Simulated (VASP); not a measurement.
Input of a VASP 6.6.1 run:

Contents of INCAR:

```
SYSTEM = MnIn11As12
ALGO = Normal
EDIFF = 1E-5
EDIFFG = -0.03
ENCUT = 350
GGA = PS
IBRION = 2
ISIF = 2
ISMEAR = 0
ISPIN = 2
ISYM = 0
KPAR = 2
LASPH = .TRUE.
LCHARG = .FALSE.
LDAU = .TRUE.
LDAUJ = 0 0 0
LDAUL = 2 -1 -1
LDAUPRINT = 1
LDAUTYPE = 2
LDAUU = 3.5 0 0
LMAXMIX = 4
LORBIT = 11
LREAL = Auto
LWAVE = .FALSE.
MAGMOM = 2 0 0 0 0 0 0 0 0 0 0 0 0 0 0 0 0 0 0 0 0 0 0 0
NELM = 120
NSW = 60
NUPDOWN = 2
PREC = Accurate
SIGMA = 0.03
```

Contents of KPOINTS:

```
k-points
0
G
  2 2 2
  0 0 0
```

Contents of POSCAR:

```
MnIn11As12
1.0
    0.0000000000      9.0870000000      9.0870000000
    6.0580000000      0.0000000000      6.0580000000
    6.0580000000      6.0580000000      0.0000000000
Mn In As
1 11 12
Direct
    0.0022370000      0.0011960000     -0.0021620000
   -0.0024800000     -0.0004530000      0.4978930000
    0.0032460000      0.4968840000     -0.0005270000
    0.0002790000      0.5011660000      0.4973710000
    0.3382170000     -0.0054790000     -0.0045120000
    0.3369470000     -0.0032320000      0.4938250000
    0.3367370000      0.5034000000     -0.0053470000
    0.3336680000      0.4941040000      0.5040250000
    0.6661090000      0.0090940000     -0.0008890000
    0.6627030000      0.0026370000      0.5033540000
    0.6677320000      0.4998800000      0.0007970000
    0.6642920000      0.4990720000      0.5019660000
    0.0823640000      0.1204730000      0.1314070000
    0.0859360000      0.1259860000      0.6264810000
    0.0882370000      0.6261660000      0.1213070000
    0.0802790000      0.6290120000      0.6227900000
    0.4121850000      0.1300080000      0.1217720000
    0.4163560000      0.1308380000      0.6246950000
    0.4165870000      0.6225850000      0.1281020000
    0.4225340000      0.6185240000      0.6213400000
    0.7499060000      0.1212360000      0.1325600000
    0.7563130000      0.1194990000      0.6254490000
    0.7497650000      0.6226370000      0.1269980000
    0.7507350000      0.6305650000      0.6217130000
```

Potentials or basis: VASP PAW PBE potentials, release 64 (Mn_pv, In_d, As).

Command:

```bash
$ cat potpaw_PBE.64/Mn_pv/POTCAR potpaw_PBE.64/In_d/POTCAR potpaw_PBE.64/As/POTCAR > POTCAR
$ mpirun -np 4 vasp_std > vasp.out
```

Q: What does it give for the energy gained by relaxing?

A: 13.0 meV/atom.

Stress tensor (GPa, compression positive):
```
 0.72  0.20  0.20
 0.20  0.69 -0.12
 0.20 -0.12  0.70
```

Caveat: the k mesh is coarse (spacing up to 0.45 Å⁻¹), so the values aren't converged; the PAW data sets were made with another functional, which shifts forces and pressure a little; the total moment is fixed, so each spin has its own Fermi level; only a ferromagnetic start was run, and an antiferromagnetic order may lie lower in energy; the U is typed as a test and isn't derived for this compound. The state reached can hang on the start; a lower one may exist.
